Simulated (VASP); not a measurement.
A VASP calculation is set up with these files.

**INCAR**
```
# general
SYSTEM  = KCl
PREC    = Accurate
ENCUT   = 500
LREAL   = .False.
LASPH   = .True.

# electronic loop
EDIFF   = 1E-6
NELM    = 100
ALGO    = Normal

# smearing
ISMEAR  = 0
SIGMA   = 0.05

# functional
GGA     = PS

# ions
IBRION  = 2
NSW     = 40
ISIF    = 3
EDIFFG  = -0.02
PSTRESS = 50

# output
LWAVE   = .False.
LCHARG  = .False.
```

File KPOINTS:
```
Automatic mesh
0
Gamma
8 8 8
0 0 0
```

### POSCAR
```
KCl
1.0
  0.0000000000   2.9510807436   2.9510807436
  2.9510807436   0.0000000000   2.9510807436
  2.9510807436   2.9510807436   0.0000000000
K Cl
1 1
Cart
  0.0000000000   0.0000000000   0.0000000000
  2.9510807436   2.9510807436   2.9510807436
```

POTCAR, in this order: K_sv Cl (PBE.64 set). Program: vasp_std.

### Question
Write an equivalent input for Ansatz.

### Answer
One equivalent input (not run):
Ansatz 0.2 input:
```yaml
crystal:
  lattice:
    - [0.0000000, 2.9510807, 2.9510807]
    - [2.9510807, 0.0000000, 2.9510807]
    - [2.9510807, 2.9510807, 0.0000000]
  atoms:
    - { symbol: K, position: [0.0000000, 0.0000000, 0.0000000] }
    - { symbol: Cl, position: [0.5000000, 0.5000000, 0.5000000] }
kpoints:
  mp_grid: { grid: [8, 8, 8] }
hamiltonian:
  xc: pbesol
  pseudopotentials: { kind: paw }
scf:
  occupations: { method: gaussian, width: 0.05 }
  max_iter: 100
relax:
  max_steps: 40
  f_tol: 0.02
  cell: { p_target: 5 }
output: { forces: true, stress: true, eigenvalues: true }
```
What does not carry over: each code has its own PAW files, so the cut-off isn't converted (ENCUT is set for VASP's; basis.ecutwfc is left out, and Ansatz then takes the one that its files recommend); Ansatz stops its SCF on the density residual and VASP on the energy change (EDIFF).

The compound is KCl in the rock salt structure. This run relaxes it under an external pressure of 5 GPa. Symmetry was kept, so distortions that lower it aren't found.
